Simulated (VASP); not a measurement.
Output of a VASP run:

OSZICAR:
```
       N       E                     dE             d eps       ncg     rms          rms(c)
DAV:   1     0.113113706537E+02    0.11311E+02   -0.44015E+03  2628   0.950E+02
DAV:   2    -0.295258025081E+02   -0.40837E+02   -0.39631E+02  4047   0.127E+02
DAV:   3    -0.308208406222E+02   -0.12950E+01   -0.12902E+01  3110   0.277E+01
DAV:   4    -0.308271904618E+02   -0.63498E-02   -0.63470E-02  3232   0.204E+00
DAV:   5    -0.308272071781E+02   -0.16716E-04   -0.16716E-04  3032   0.977E-02    0.357E+00
DAV:   6    -0.291387758988E+02    0.16884E+01   -0.26933E-01  2653   0.471E+00    0.234E+00
DAV:   7    -0.291919881143E+02   -0.53212E-01   -0.92190E-02  2645   0.393E+00    0.500E-01
DAV:   8    -0.291778131196E+02    0.14175E-01   -0.12219E-01  2634   0.362E+00    0.122E-01
DAV:   9    -0.291917565947E+02   -0.13943E-01   -0.95170E-03  2667   0.971E-01    0.839E-02
DAV:  10    -0.291922498522E+02   -0.49326E-03   -0.55563E-04  2767   0.230E-01    0.379E-02
DAV:  11    -0.291940821198E+02   -0.18323E-02   -0.18765E-03  2697   0.424E-01    0.142E-02
DAV:  12    -0.291942094285E+02   -0.12731E-03   -0.92361E-05  2865   0.962E-02    0.797E-03
DAV:  13    -0.291942334645E+02   -0.24036E-04   -0.15850E-05  2730   0.375E-02    0.154E-03
DAV:  14    -0.291942354997E+02   -0.20352E-05   -0.35187E-06  2637   0.228E-02    0.261E-03
DAV:  15    -0.291942355540E+02   -0.54295E-07   -0.86489E-07  1461   0.113E-02
   1 F= -.29194236E+02 E0= -.29194199E+02  d E =-.291942E+02
       N       E                     dE             d eps       ncg     rms          rms(c)
DAV:   1    -0.291942669510E+02   -0.31451E-04   -0.80266E-04  2673   0.171E-01    0.144E-02
DAV:   2    -0.291942598353E+02    0.71157E-05   -0.28401E-05  2783   0.393E-02    0.824E-03
DAV:   3    -0.291942597057E+02    0.12962E-06   -0.13370E-05  3277   0.270E-02    0.223E-03
DAV:   4    -0.291942597515E+02   -0.45824E-07   -0.10805E-06  1388   0.914E-03
   2 F= -.29194260E+02 E0= -.29194220E+02  d E =-.241975E-04
```

**OUTCAR**
```
------------------------ aborting loop because EDIFF is reached ----------------------------------------
  FORCE on cell =-STRESS in cart. coord.  units (eV):
  Direction    XX          YY          ZZ          XY          YZ          ZX
  --------------------------------------------------------------------------------------
  Total        0.0185533     -0.0074640     -0.0049854      0.0000000      0.0000000      0.0080302
  in kB        0.6822015     -0.2744488     -0.1833138      0.0000000      0.0000000      0.2952700
  external PRESSURE =       0.0748130 kB  Pullay stress =       0.0000000 kB
  volume of cell :       43.57
      direct lattice vectors                 reciprocal lattice vectors
     3.697115524 -1.886879769  0.001013423     0.135273011 -0.264987737 -0.118360307
     3.697115524  1.886879769  0.001013423     0.135273011  0.264987737 -0.118360307
     2.733261205 -0.000000000  3.123821520    -0.000087770  0.000000000  0.320197518
 POSITION                                       TOTAL-FORCE (eV/Angst)
 -----------------------------------------------------------------------------------
      2.29642     -0.00000      0.70879        -0.005435      0.000000     -0.001678
      7.83108     -0.00000      2.41706         0.005435     -0.000000      0.001678
 -----------------------------------------------------------------------------------
    total drift:                                0.000000      0.000000      0.000000
  FREE ENERGIE OF THE ION-ELECTRON SYSTEM (eV)
  ---------------------------------------------------
  free  energy   TOTEN  =       -29.1942597515 eV

  energy  without entropy=      -29.1941394766  energy(sigma->0) =      -29.19421966

 reached required accuracy - stopping structural energy minimisation
```
(Selected blocks of OUTCAR.)

**POSCAR**
```
As
1
    3.6946100965    -1.8873200804    -0.0000259241
    3.6946100965     1.8873200804    -0.0000259241
    2.7305308584    -0.0000000000     3.1235108942
As
2
Direct
  0.2267450157   0.2267450157   0.2267450157
  0.7732549843   0.7732549843   0.7732549843
```

Question: Reconstruct the remaining input files.

Answer: Several could match; the one computed here: the input of the run itself, r2SCAN+rVV10, plane waves, VASP's PBE PAW potentials (set 64).

KPOINTS:
```
Automatic mesh
0
Gamma
11 11 11
0 0 0
```

**INCAR**
```
ALGO  =  Normal
BPARAM  =  11.95
CPARAM  =  0.0093
EDIFF  =  1E-6
EDIFFG  =  -0.01
ENCUT  =  520
IBRION  =  2
ISIF  =  3
ISMEAR  =  1
LASPH  =  .True.
LCHARG  =  .False.
LMAXMIX  =  4
LMIXTAU  =  .True.
LREAL  =  .False.
LUSE_VDW  =  .True.
LWAVE  =  .False.
METAGGA  =  R2SCAN
NELM  =  100
NSW  =  60
PREC  =  Accurate
SIGMA  =  0.1
SYSTEM  =  As
```

POTCAR, in this order: As (PBE.64 set). Program: vasp_std.

The compound is As in the a7 structure. This run relaxes it. Symmetry was kept, so distortions that lower it aren't found. The start is the result of an earlier pass.
